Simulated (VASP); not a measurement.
Computed with PBE GGA, VASP's PBE PAW potentials (set 64) (plane waves; VASP 6.6.1).

VASP ran on this input.

**POSCAR**
```
KBr
6.5976460
  0.0000000000   0.5000000000   0.5000000000
  0.5000000000   0.0000000000   0.5000000000
  0.5000000000   0.5000000000   0.0000000000
K Br
1 1
direct
  0.0000000000   0.0000000000   0.0000000000
  0.5000000000   0.5000000000   0.5000000000
```

**KPOINTS**
```
Automatic
0
gamma
  11 11 11
```

### INCAR
```
! general
SYSTEM  = KBr
PREC    = Accurate
ENCUT   = 300
LREAL   = F
LASPH   = T

! electronic loop
EDIFF   = 1E-6
NELM    = 100
ALGO    = Normal
LMAXMIX = 4

! smearing
ISMEAR  = 0
SIGMA   = 0.01

! functional
GGA     = PE

! ions
ISIF    = 2

! output
LWAVE   = F
LCHARG  = F
```

POTCAR, in this order: K_sv Br (PBE.64 set). Program: vasp_std.

The run wrote:

File OSZICAR:
```
       N       E                     dE             d eps       ncg     rms          rms(c)
DAV:   1     0.745588000392E+02    0.74559E+02   -0.51910E+03  1344   0.767E+02
DAV:   2    -0.218164642074E+01   -0.76740E+02   -0.72457E+02  1788   0.209E+02
DAV:   3    -0.624774524286E+01   -0.40661E+01   -0.40497E+01  1716   0.471E+01
DAV:   4    -0.638598460482E+01   -0.13824E+00   -0.13810E+00  2220   0.789E+00
DAV:   5    -0.638707768085E+01   -0.10931E-02   -0.10931E-02  1748   0.745E-01    0.327E+00
DAV:   6    -0.621463169071E+01    0.17245E+00   -0.28287E-01  1636   0.273E+00    0.238E+00
DAV:   7    -0.620348233360E+01    0.11149E-01   -0.13786E-01  1700   0.210E+00    0.107E+00
DAV:   8    -0.621268588010E+01   -0.92035E-02   -0.14816E-02  1724   0.971E-01    0.124E-01
DAV:   9    -0.621334306474E+01   -0.65718E-03   -0.70789E-04  1760   0.175E-01    0.817E-02
DAV:  10    -0.621380441245E+01   -0.46135E-03   -0.54831E-04  1540   0.158E-01    0.180E-02
DAV:  11    -0.621380966920E+01   -0.52568E-05   -0.19632E-05  1924   0.260E-02    0.401E-03
DAV:  12    -0.621381251255E+01   -0.28434E-05   -0.35040E-06  1624   0.140E-02    0.490E-03
DAV:  13    -0.621381255442E+01   -0.41868E-07   -0.34433E-07  1280   0.349E-03
   1 F= -.62138126E+01 E0= -.62138126E+01  d E =-.367115E-25
```

### OUTCAR
```
------------------------ aborting loop because EDIFF is reached ----------------------------------------
  FORCE on cell =-STRESS in cart. coord.  units (eV):
  Direction    XX          YY          ZZ          XY          YZ          ZX
  --------------------------------------------------------------------------------------
  Total        0.2891756      0.2891756      0.2891756     -0.0000000      0.0000000      0.0000000
  in kB        6.4530513      6.4530513      6.4530513     -0.0000000      0.0000000      0.0000000
  external PRESSURE =       6.4530513 kB  Pullay stress =       0.0000000 kB
  volume of cell :       71.80
      direct lattice vectors                 reciprocal lattice vectors
     0.000000000  3.298823000  3.298823000    -0.151569211  0.151569211  0.151569211
     3.298823000  0.000000000  3.298823000     0.151569211 -0.151569211  0.151569211
     3.298823000  3.298823000  0.000000000     0.151569211  0.151569211 -0.151569211
  FREE ENERGIE OF THE ION-ELECTRON SYSTEM (eV)
  ---------------------------------------------------
  free  energy   TOTEN  =        -6.2138125544 eV

  energy  without entropy=       -6.2138125544  energy(sigma->0) =       -6.21381255
```
(Selected blocks of OUTCAR.)

At this cut-off the stress carries a Pulay error, which pulls relaxed volumes low.

The structure comes from a computed database's KBr entry; how it stands against other phases isn't given here. The cell was not relaxed at this level. The run is one of a series of settings (KPOINTS 11×11×11 Γ-centred mesh against the base run), some of them coarse on purpose.
